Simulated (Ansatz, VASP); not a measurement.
**HgGe: VASP beside Ansatz**

Wanted: the spread between two codes on one cell, functional and k mesh. The cell is invented: As first built, before any earlier steps moved the atoms (in the runner's words): it takes the MgZr structure with all of its atoms replaced by other elements, volume scaled by an estimate. It may not be a known or stable phase. The cell is taken from a series of VASP runs on this material, whose earlier steps may have relaxed, scaled or displaced it; both programs get it as it stands.

Method: plane waves, with VASP 6.6.1 beside it; band structure at LDA, in Ansatz 0.2.0.

## (1) The starting structure

It takes space group Cm (No. 8, monoclinic). The conventional cell has a = 5.380 Å, b = 2.949 Å, c = 5.599 Å, α = 90.00°, β = 115.23°, γ = 90.00°. Nearest to Hg lie 6 Ge at 2.93 to 3.17 Å and 6 Hg at 2.95 to 3.07 Å. Nearest to Ge lie 6 Hg at 2.93 to 3.17 Å and 6 Ge at 2.95 to 3.07 Å. As first built, before any earlier steps moved the atoms (in the runner's words): sites of the MgZr structure (space group 166) filled with other elements, volume scaled by an estimate. Farther neighbours are not listed.

## (2) Ansatz: band structure, LDA

Ansatz runs on its default PAW (the set named soft_2) files.

A single point gives forces, pressure and levels at one fixed geometry, so differences don't come from the geometry; what else differs is listed under the comparison.

The input, input.yaml:

```yaml
crystal:
  lattice:
    - [2.6847845886, -1.4743834336, -0.1659562074]
    - [2.6847845886, 1.4743834336, -0.1659562074]
    - [-2.0691724146, 0.0, 5.2024629283]
  atoms:
    - { symbol: Hg, position: [0.0012163761, 0.0012163761, 0.9995450155] }
    - { symbol: Ge, position: [0.4983348269, 0.4983348269, 0.4997829845] }
hamiltonian:
  xc: lda
  pseudopotentials: { kind: paw }
kpoints:
  mp_grid: { grid: [8, 8, 4] }
  band_path:
    path:
      - [0.0, 0.0, 0.0]
      - [-0.16667, -0.16667, 0.0]
      - [-0.33333, -0.33333, 0.0]
      - [-0.5, -0.5, 0.0]
      - [-0.50471, -0.50471, 0.02299]
      - [-0.51036, -0.51036, 0.05059]
      - [-0.51413, -0.51413, 0.06898]
      - [-0.50848, -0.50848, 0.24139]
      - [-0.50377, -0.50377, 0.38506]
      - [-0.51305, -0.48695, 0.5]
      - [-0.57832, -0.42168, 0.5]
      - [-0.65665, -0.34335, 0.5]
      - [-0.28391, 0.28391, 0.5]
      - [-0.16224, 0.16224, 0.5]
      - [-0.06084, 0.06084, 0.5]
      - [-0.06478, -0.06478, 0.55747]
      - [-0.22674, -0.22674, 0.70114]
      - [-0.42109, -0.42109, 0.87355]
      - [-0.5211, -0.4789, 0.0]
      - [-0.58438, -0.41562, 0.0]
      - [-0.63713, -0.36287, 0.0]
      - [-0.27342, 0.27342, 0.0]
      - [-0.1595, 0.1595, 0.0]
      - [-0.02279, 0.02279, 0.0]
      - [-0.1, 0.0, 0.0]
      - [-0.3, 0.0, 0.0]
      - [-0.46667, 0.0, 0.0]
      - [-0.36667, 0.0, 0.36667]
      - [-0.2, 0.0, 0.2]
      - [0.0, 0.0, 0.0]
    npoints: 1
scf:
  occupations: { method: fermi_dirac, width: 0.05 }
  n_extra_bands: 7
output:
  forces: true
  stress: true
  eigenvalues: true
```

Run with:

```sh
ansatz run input.yaml --threads 2 --pin off --max-ram 4608MiB --backend cpu --events-out ev --progress --plain --runs-dir out
```

Numbers of over 12 decimals in the logs are rounded to 6 here.

The log of the run:

```text
scf.n_extra_bands = 7 over 17 filled bands (N_el = 34.0): the run solves 24 bands
Engine: ansatz 0.2.0, aarch64-unknown-linux-gnu
Pseudopotentials: kind: paw
Pseudopotential: Hg, paw, valence charge 20, recommended cutoff 420 eV (normal), Hg.paw.azcp
Pseudopotential: Ge, paw, valence charge 14, recommended cutoff 420 eV (normal), Ge.paw.azcp
Functional definition: SPW92
  exchange = slater_x
  correlation = pw_c
Crystal: 2 atoms, lattice volume = 40.174 Å³
Basis set: ecut = 420 eV, 777 PW (Γ)
Bands: 24, of which v1, the nominal top of the filled ones, is band 17 counted from 1 (16 counted from 0)
Symmetry: 2 space group operations
Space group: Cm (ITA 8), of the structure as read, at distance tolerance 3.4e-5 Å
k-points: 78 of 256 (time reversal used)
Non-local potential: Hg, projectors of the file, l = 0: 3, l = 1: 2, l = 2: 2, l = 3: 1
Non-local potential: Ge, projectors of the file, l = 0: 2, l = 1: 2, l = 2: 3, l = 3: 1
PAW form: soft (Blöchl's): semilocal exchange-correlation on the pseudo side does not see the compensation charge
PAW frozen core: Hg, regenerated for the run's functional, and the local potential with it (the file was generated under x = pbe(κ = 0.804, μ = 0.219515), c = pbe(β = 0.066725))
PAW frozen core: Ge, regenerated for the run's functional, and the local potential with it (the file was generated under x = pbe(κ = 0.804, μ = 0.219515), c = pbe(β = 0.066725))
PAW one-centre angular grid: Hg, 590 points (default); XC on 64 Gauss nodes
PAW one-centre angular grid: Ge, 590 points (default); XC on 64 Gauss nodes
Initial density: superposition of atomic densities (neutral atoms: chi_scale 0, normalization atom), corrected by the library's trained network
Initial wavefunctions: pseudopotential atomic-orbital guess
Functional: x = slater, c = lda
SCF iter   1: F=—  HF=-17737.676708 eV  |F-HF|=—  |Δ(HF+E_count)|=         —  Δρ=5.61e-3  dr2=1.13e-2  ethr=1.77e-3  ⟨swp⟩=5.7  Hψ=8086  notcnv=0  defer=14
preconditioner: auto → Kerker (q_TF=auto, 2.653 Å⁻¹)  [metal: Δε(μ)=0.063 eV  Ē_g=20.925 eV  σ=0.050 eV  W_gap=0.30  n_scr=16 (ndim 8)  ℏωp=29.9 eV  f_vac=0.000  D(μ)=0.94/eV (n_scr^D=2)]
SCF iter   2: F=—  HF=-17737.674422 eV  |F-HF|=—  |Δ(HF+E_count)|=   2.29e-3  Δρ=2.73e-3  dr2=2.82e-3  ethr=3.31e-5  ⟨swp⟩=2.6  Hψ=3502  notcnv=0  defer=47
SCF iter   3: F=—  HF=-17737.673634 eV  |F-HF|=—  |Δ(HF+E_count)|=   7.87e-4  Δρ=7.79e-4  dr2=1.82e-4  ethr=8.30e-6  ⟨swp⟩=2.3  Hψ=2201  notcnv=0  defer=47
SCF iter   4: F=—  HF=-17737.673574 eV  |F-HF|=—  |Δ(HF+E_count)|=   6.00e-5  Δρ=2.64e-4  dr2=3.26e-5  ethr=5.37e-7  ⟨swp⟩=2.0  Hψ=2140  notcnv=0  defer=47
SCF iter   5: F=—  HF=-17737.673557 eV  |F-HF|=—  |Δ(HF+E_count)|=   1.77e-5  Δρ=8.31e-5  dr2=3.16e-6  ethr=9.60e-8  ⟨swp⟩=2.0  Hψ=2656  notcnv=0  defer=47
SCF iter   6: F=—  HF=-17737.673556 eV  |F-HF|=—  |Δ(HF+E_count)|=   6.26e-7  Δρ=2.54e-5  dr2=1.98e-7  ethr=9.29e-9  ⟨swp⟩=2.0  Hψ=2703  notcnv=0  defer=47
SCF iter   7: F=-17737.673556 eV  HF=-17737.673556 eV  |F-HF|=1.35e-8  |Δ(HF+E_count)|=   3.63e-8  Δρ=5.77e-6  dr2=2.05e-8  ethr=2.94e-10  ⟨swp⟩=7.9  Hψ=7616  notcnv=0
SCF 1 converged in 7 iterations: F = -17737.673556 eV  dr2 = 2.05e-8
  greatest PAW one-centre occupation: 1.000 electrons in one spin orbital (limit 2), on the Hg atom at site 0 (counted from 0), in its partial waves of l = 0
NSCF: frozen V_eff on 30 k-points
SCF converged after 7 iterations
Free energy (F): -17737.673556 eV
Harris-Foulkes:  -17737.673556 eV  (|F-HF|=1.35e-8)
Internal energy: -17737.665909 eV  (E = F + TS)
E sigma→0 (E₀):  -17737.669733 eV
Entropy (-TS):   -0.007647 eV (-3.823 meV/atom)
Fermi energy:    13.903536 eV
--- Per-component energies (eV) ---
  E_band       = -487.665528
  E_kinetic    = 716.015518
  E_local      = -4577.270733  (includes V_loc(G=0)·N_el)
  E_nonlocal   = 496.808323
  E_hartree    = 1980.472851
  E_xc         = -295.292037
  E_vxc        = -328.447653  (∫ρ·V_xc dr)
  E_paw        = -11591.492686  (= ΣΔE_a)
  E_vpaw       = -755.711768  (= ΣTr[D̂ρ^β])
  E_aug_tail   = 0.001145  (compensation charges beyond the density's cutoff)
  E_ewald      = -4469.392710
  E_core_change = 2.484419  (= ΣΔE_core)
  E_smearing   = -0.007647  (= −TS)
  E_closure    = -0.000000  (closes the sum)
  Σ components = -17737.673556   (vs F -17737.673556, Δ=0.00e0)
--- Forces (eV/Å), atoms counted from 1 ---
  atom   1  Hg     0.00067550     0.00000000    -0.00101816
  atom   2  Ge    -0.00067554     0.00000000     0.00101784
  max |Σ_I F_I| component: 3.16e-7 eV/Å
--- Stress (GPa, compression-positive) ---
        1.202232      -0.000000       0.247833
       -0.000000      -0.230362      -0.000000
        0.247833      -0.000000      -1.161612
  P = ⅓ Tr σ = -0.0632 GPa (-0.632 kbar)
--- Band table (eV; the first three rows and the last of 78) ---
  k-point 0: bands = [... 13 lower, 7.3425, 7.4698, 9.5518, 9.7997, 20.6611, 21.7981, 25.1920, 26.3578, ... 3 higher]
  k-point 1: bands = [... 13 lower, 7.1235, 7.3464, 7.4713, 13.2310, 20.8747, 21.8749, 22.0729, 25.9158, ... 3 higher]
  k-point 2: bands = [... 13 lower, 6.6974, 7.3306, 7.4727, 17.3626, 17.5679, 21.1256, 21.9548, 25.6044, ... 3 higher]
  k-point 77: bands = [... 13 lower, 7.2331, 8.0237, 10.0833, 14.1938, 14.7649, 16.1084, 16.7235, 19.1558, ... 3 higher]
```

Wall time 4.8 s (2 threads of Arm Neoverse V2, shared host); peak memory 0.37 GiB.

## (3) VASP: band structure, LDA

The same cell, functional (in two slightly different forms), mesh and smearing now go to VASP, with its own data sets and cutoff.

Lines of VASP's logs that name or quote its potential files are left out, and so is its time.

The input, INCAR:

```
SYSTEM = HgGe
PREC = Accurate
ENCUT = 410
EDIFF = 1E-06
NELM = 100
ISMEAR = -1
SIGMA = 0.05
LREAL = .FALSE.
ALGO = Normal
GGA = CA
NBANDS = 25
LORBIT = 11
LWAVE = .FALSE.
LCHARG = .FALSE.
```

The input, POSCAR:

```
HgGe
1.0
    2.6847845886     -1.4743834336     -0.1659562074
    2.6847845886      1.4743834336     -0.1659562074
   -2.0691724146      0.0000000000      5.2024629283
Hg Ge
1 1
Direct
    0.0012163761      0.0012163761      0.9995450155
    0.4983348269      0.4983348269      0.4997829845
```

The input, KPOINTS:

```
Automatic mesh
0
Gamma
8 8 4
0 0 0
```

The input, KPOINTS_OPT:

```
Line mode
16
Line-mode
Reciprocal
  0.00000000   0.00000000   0.00000000 GAMMA
 -0.50000000  -0.50000000   0.00000000 Y

 -0.50000000  -0.50000000   0.00000000 Y
 -0.51412513  -0.51412513   0.06898351 F

 -0.51412513  -0.51412513   0.06898351 F
 -0.50000000  -0.50000000   0.50000000 L

 -0.50000000  -0.50000000   0.50000000 L
 -0.69580662  -0.30419338   0.50000000 I

 -0.30419338   0.30419338   0.50000000 I1
  0.00000000   0.00000000   0.50000000 Z

  0.00000000   0.00000000   0.50000000 Z
 -0.48587487  -0.48587487   0.93101649 F1

 -0.50000000  -0.50000000   0.00000000 Y
 -0.65822117  -0.34177883   0.00000000 X1

 -0.34177883   0.34177883   0.00000000 X
  0.00000000   0.00000000   0.00000000 GAMMA

  0.00000000   0.00000000   0.00000000 GAMMA
 -0.50000000   0.00000000   0.00000000 N

 -0.50000000   0.00000000   0.50000000 M
  0.00000000   0.00000000   0.00000000 GAMMA
```

The projector-augmented-wave data sets are Hg and Ge_d (LDA family, release 64).

Run with:

```sh
mpirun -np 1 vasp_std
```

The log of the run:

```text
[banner, memory and clock lines left out]
running    1 mpi-ranks, on    1 nodes
 distrk:  each k-point on    1 cores,    1 groups
 distr:  one band on    1 cores,    1 groups

 POSCAR found type information on POSCAR HgGe
 POSCAR found :  2 types and       2 ions
 LDA part: xc-table for (Slater(with rela. corr.)+CA(PZ))
 , standard interpolation
 POSCAR, INCAR and KPOINTS ok, starting setup
 FFT: planning ... GRIDC
 FFT: planning ... GRID_SOFT
 FFT: planning ... GRID
 WAVECAR not read
 entering main loop
       N       E                     dE             d eps       ncg     rms          rms(c)
DAV:   1     0.177452722606E+03    0.17745E+03   -0.11065E+04  4859   0.211E+03
DAV:   2     0.124473134580E+02   -0.16501E+03   -0.15555E+03  4060   0.447E+02
DAV:   3    -0.566948856514E+01   -0.18117E+02   -0.17957E+02  4493   0.933E+01
DAV:   4    -0.603691308048E+01   -0.36742E+00   -0.36728E+00  4459   0.136E+01
DAV:   5    -0.604016945840E+01   -0.32564E-02   -0.32563E-02  4704   0.140E+00    0.552E+00
DAV:   6    -0.568859976962E+01    0.35157E+00   -0.10002E+00  4723   0.748E+00    0.515E+00
DAV:   7    -0.567899058026E+01    0.96092E-02   -0.37289E-02  4651   0.171E+00    0.283E+00
DAV:   8    -0.567319658548E+01    0.57940E-02   -0.51392E-03  5511   0.754E-01    0.186E-01
DAV:   9    -0.567301487762E+01    0.18171E-03   -0.39600E-04  5304   0.262E-01    0.326E-02
DAV:  10    -0.567300689833E+01    0.79793E-05   -0.69123E-05  5309   0.965E-02    0.103E-02
DAV:  11    -0.567300665690E+01    0.24143E-06   -0.34232E-06  4737   0.237E-02
   1 F= -.56730067E+01 E0= -.56692099E+01  d E =-.759351E-02
 Start KPOINTS_OPT (optional k-point list driver)
k-point batch [1-78\160]
       N       E                     dE             ncg
DAV:   1    -0.316565037060E+04   -0.66587E+05     4937
DAV:   2    -0.157487326849E+05   -0.12583E+05     4180
DAV:   3    -0.171108256209E+05   -0.13621E+04     4455
DAV:   4    -0.171374697727E+05   -0.26644E+02     4280
DAV:   5    -0.171376979092E+05   -0.22814E+00     4497
DAV:   6    -0.171377014807E+05   -0.35714E-02     4473
DAV:   7    -0.171377015572E+05   -0.76508E-04     4554
DAV:   8    -0.171377015588E+05   -0.16475E-05     3079
DAV:   9    -0.171377015590E+05   -0.22028E-06     2833
[...]
k-point batch [157-160\160]
       N       E                     dE             ncg
DAV:   1     0.476988155291E+05   -0.35406E+03      257
DAV:   2     0.470238548769E+05   -0.67496E+03      200
DAV:   3     0.469529528070E+05   -0.70902E+02      225
DAV:   4     0.469515989436E+05   -0.13539E+01      240
DAV:   5     0.469515867487E+05   -0.12195E-01      272
DAV:   6     0.469515865431E+05   -0.20560E-03      246
DAV:   7     0.469515865379E+05   -0.51580E-05      264
DAV:   8     0.469515865378E+05   -0.13051E-06      207
```

OUTCAR, selected parts (step 3):

```text
ion  position               nearest neighbor table
   1  0.001  0.001  1.000-   2 2.93   2 2.95   2 3.16   2 3.16   2 3.17   2 3.17
   2  0.498  0.498  0.500-   1 2.93   1 2.95   1 3.16   1 3.16   1 3.17   1 3.17

  LATTYP: Found a base centered monoclinic cell.
 ALAT       =     5.3798177478
 B/A-ratio  =     0.5481164986
 C/A-ratio  =     1.0407132568
 COS(beta)  =    -0.4261950213

 Subroutine GETGRP returns: Found  2 space group operations
 (whereof  2 operations were pure point group operations)

The static configuration has the point symmetry C_1h.

 Found     78 irreducible k-points:

   k-points           NKPTS =     78   k-points in BZ     NKDIM =     78   number of bands    NBANDS=     25

   dimension x,y,z NGX =    20 NGY =   20 NGZ =   40
   dimension x,y,z NGXF=    40 NGYF=   40 NGZF=   80

   ENCUT  =  410.0 eV  30.13 Ry    5.49 a.u.   5.06  5.06  9.24*2*pi/ulx,y,z

   NELECT =      26.0000    total number of electrons

 k-points in reciprocal lattice and weights: Automatic mesh
   0.00000000  0.00000000  0.00000000       0.004
   0.12500000  0.00000000  0.00000000       0.016
   0.25000000  0.00000000  0.00000000       0.016
   0.37500000  0.00000000  0.00000000       0.016
   0.50000000  0.00000000  0.00000000       0.008
   0.12500000  0.12500000  0.00000000       0.008
   0.25000000  0.12500000  0.00000000       0.016
   0.37500000  0.12500000  0.00000000       0.016
   0.50000000  0.12500000  0.00000000       0.016
[...]
-0.37500000  0.37500000  0.50000000       0.008
   0.50000000  0.50000000  0.50000000       0.004

 average (electrostatic) potential at core
       1 -39.1001       2 -75.1843

 E-fermi :   4.9029

 k-point     1 :       0.0000    0.0000    0.0000
  band No.  band energies     occupation
    ...
      9      -2.3434      2.00000
     10      -1.7012      2.00000
     11      -1.5746      2.00000
     12       0.5547      2.00000
     13       0.7845      2.00000
     14      11.6885      0.00000
     15      12.8182      0.00000
     16      16.3405      0.00000
     17      17.4106      0.00000
     18      18.8330      0.00000
    ...

 k-point     2 :       0.1250    0.0000    0.0000
  band No.  band energies     occupation
    ...
      9      -2.3370      2.00000
     10      -1.9846      2.00000
     11      -1.7099      2.00000
     12       0.3107      2.00000
     13       1.8911      2.00000
     14      10.2393      0.00000
     15      11.3059      0.00000
     16      15.7317      0.00000
     17      16.1420      0.00000
     18      17.4951      0.00000
    ...

 k-point     3 :       0.2500    0.0000    0.0000
  band No.  band energies     occupation
    ...
      9      -2.3727      2.00000
     10      -1.8806      2.00000
     11      -1.8250      2.00000
     12       0.5738      2.00000
     13       3.8318      2.00000
     14       6.6507      0.00000
     15      10.0890      0.00000
     16      12.0965      0.00000
     17      14.0510      0.00000
     18      16.0531      0.00000
    ...

  Total        0.4084350      0.0399526     -0.2078399      0.0000000      0.0000000      0.0750722
  in kB       16.2886569      1.5933358     -8.2887919      0.0000000      0.0000000      2.9939303
  external PRESSURE =       3.1977336 kB  Pullay stress =       0.0000000 kB

  energy-cutoff  :      410.00
  volume of cell :       40.17
      direct lattice vectors                 reciprocal lattice vectors
     2.684784589 -1.474383434 -0.165956207     0.190928679 -0.339124809  0.075937947
     2.684784589  1.474383434 -0.165956207     0.190928679  0.339124809  0.075937947
    -2.069172415  0.000000000  5.202462928     0.012181076  0.000000000  0.197061423

 POSITION                                       TOTAL-FORCE (eV/Angst)
 -----------------------------------------------------------------------------------
     -2.06170      0.00000      5.19969         0.000031      0.000000     -0.001010
      1.64171      0.00000      2.43470        -0.000031      0.000000      0.001010
 -----------------------------------------------------------------------------------
    total drift:                                0.000469      0.000000     -0.000165

  FREE ENERGIE OF THE ION-ELECTRON SYSTEM (eV)
  ---------------------------------------------------
  free  energy   TOTEN  =        -5.6730066569 eV

  energy  without entropy=       -5.6654131514  energy(sigma->0) =       -5.66920990

 total charge
# of ion       s       p       d       tot
------------------------------------------
    1        0.853   0.373   9.309  10.535
    2        1.301   0.860  10.009  12.171
--------------------------------------------------
tot          2.154   1.233  19.319  22.706

[... 3 further parts left out ...]
```

The run ends at a pressure of 0.32 GPa, with forces up to 0.0010 eV/Å.

## (4) Comparison

Known differences besides the potentials themselves: the two LDA forms differ slightly; the data sets hold 34 valence electrons in Ansatz (default PAW (the set named soft_2) files) and 26 in VASP; the cutoff is 420 eV in Ansatz and 410 eV in VASP; VASP's log shows a relativistic correction to its local exchange, Ansatz's none. Total energies have different zeros and are not compared.

Compared:

| quantity | Ansatz | VASP | difference |
| --- | --- | --- | --- |
| pressure (GPa) | -0.06 | 0.32 | -0.38 |

Levels from 3 eV below to 2 eV above the Fermi level differ by 13 meV r.m.s. and 36 meV at most; each VASP level is matched to the nearest of Ansatz, which flatters the figure a little.

## (5) What came out

| Item | Value |
| --- | --- |
| r.m.s. difference of levels near the Fermi level (band structure, LDA) | 13 meV |

The r.m.s. difference of levels near the Fermi level is 13 meV (band structure, LDA), within the 80 meV picked in this series as the mark of a large difference. How closely two codes agree says nothing of how well the functional describes the real material.

[Lines on the potential files, build, host, timing and source positions are cut from VASP's logs without a mark.]

[Logs are printed without paths, hosts, clocks, repeated set-up lines and the standing remarks that a program may print on its own settings, such as how far it seeks lower states.]

[Hosts, paths, dates, database ids (printed as entryN), source tags and the programs' standing remarks are cut or masked in the printed files.]
